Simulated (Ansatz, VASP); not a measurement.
# One calculation of ZnB, two programs

```
Zn B
1.0
     2.66476    0.00000    0.00000
     0.00000    2.66476    0.00000
     0.00000    0.00000    3.10965
Zn B
1 1
Cartesian
  1.3324 1.3324 1.5548
  0.0000 0.0000 0.0000
```

Change from the starting cell: species swapped into the ZnNi type (P4/mmm, No. 123).

Alike in both runs: task relaxation of cell and atoms; functional PBE; k mesh 20 × 20 × 18; occupations gaussian, width 0.1 eV; no spin polarisation.

|  | VASP | Ansatz |
| --- | --- | --- |
| version | VASP 6.6.1 | Ansatz 0.2.0 |
| potentials or method | VASP PAW PBE potentials, release 64 (Zn, B) | scalar-relativistic, plane waves, PAW |
| plane-wave cutoff (eV) | 600 | 420 |
| valence electrons in the cell | 15 | 15 |

VASP gave:

| Property | Result |
| --- | --- |
| gap on the k mesh at the Fermi level, each at its own relaxed structure (eV) | none |
| relaxed volume (Å³/atom) | 10.67 |
| relaxed cell length with the largest relative difference (Å) | 2.512 |
| energy change over the relaxation (meV/atom) | -47 |

Question: Estimate Ansatz's values.

Answer: gap on the k mesh at the Fermi level, each at its own relaxed structure (eV): none; relaxed volume (Å³/atom): 10.64; relaxed cell length with the largest relative difference (Å): 2.509; energy change over the relaxation (meV/atom): -48.

A gap of «none» marks a metal or a gap that the smearing closes.
